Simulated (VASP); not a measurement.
Given:

```xyz
4
Lattice="3.9452 0.0000 0.0000 0.0000 3.9452 0.0000 0.0000 0.0000 5.1305" Properties=species:S:1:pos:R:3 pbc="T T T"
Sn     1.9726     0.0000     3.9452
Sn     0.0000     1.9726     1.1853
O      1.9726     1.9726     0.0000
O      0.0000     0.0000     0.0000
```

Calculation: PBE GGA, VASP's PBE PAW potentials (set 64) (plane waves; VASP). Run with 520 eV cut-off, 7×7×5 Γ-centred mesh, Gaussian smearing of 0.050 eV, potentials Sn_d O.

Without a dispersion term in the relaxation, distances and binding between the weakly bound layers, chains or molecules are unreliable, and so is what depends on them.

Task: The ions and cell shape at fixed volume are relaxed. Give the cell that the relaxation ends in.

Result: 
```xyz
4
Lattice="3.8836 0.0000 0.0000 0.0000 3.8836 0.0000 0.0000 0.0000 5.2945" Properties=species:S:1:pos:R:3 pbc="T T T"
Sn     1.9418     0.0000     4.1306
Sn     3.8836     1.9418     1.1639
O      1.9418     1.9418     0.0000
O      0.0000     0.0000     0.0000
```
Space group P4/nmm (129), at a tolerance of 0.03 Å.

Task: How much energy does the relaxation gain?

Result: The energy (σ→0) changes by -12.7 meV/atom, in 8 ionic steps.

```tsv
step	E(σ→0) (eV)	max force (eV/Å)	pressure (GPa)	volume (Å³)
1	-22.6662	0.709	-4.27	79.85
2	-22.7003	0.199	-2.55	79.85
3	-22.7045	0.054	-1.70	79.85
4	-22.7119	0.042	-1.38	79.85
5	-22.7170	0.016	-0.84	79.85
6	-22.7171	0.012	-0.79	79.85
7	-22.7171	0.013	-0.81	79.85
8	-22.7171	0.005	-0.86	79.85
```

The compound is SnO in the litharge structure. This cell is one point of a volume scan, at 1.06 of the reference volume. Symmetry was kept, so distortions that lower it aren't found.
